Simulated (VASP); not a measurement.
A run of VASP 6.6.1:

INCAR

```
PREC = Accurate
ENCUT = 520
EDIFF = 1E-6
ISMEAR = 0
SIGMA = 0.05
LREAL = False
LASPH = True
NELM = 100
ALGO = Fast
ISIF = 2
LWAVE = False
LCHARG = False
GGA = PS
NBANDS = 22
```

KPOINTS

```
Automatic mesh
0
Gamma
  9 9 9
```

The input POSCAR:

```
GeCN2
1.0
    1.8834798882      1.0874276204      4.9219572124
   -1.8834798882      1.0874276204      4.9219572124
    0.0000000000     -2.1748552409      4.9219572124
Ge C N
1 1 2
Direct
    0.0000000000      0.0000000000      0.0000000000
    0.5000000000      0.5000000000      0.5000000000
    0.4160956000      0.4160956000      0.4160956000
    0.5839044000      0.5839044000      0.5839044000
```

Potentials or basis: VASP PAW PBE potentials, release 64 (Ge_d, C, N).

Run with:

```bash
$ cat potpaw_PBE.64/Ge_d/POTCAR potpaw_PBE.64/C/POTCAR potpaw_PBE.64/N/POTCAR > POTCAR
$ mpirun -np 1 vasp_std > vasp.out
```

Hardware: 1 thread of Intel(R) Xeon(R) 6975P-C (Granite Rapids), with other jobs on the host.

Task: How long does it take, and how much memory?

Result: Run time: 100 s on 1 thread of Intel(R) Xeon(R) 6975P-C (Granite Rapids), with other jobs on the host, peak memory 0.31 GiB. Counts: scf iterations 14, k points 85.
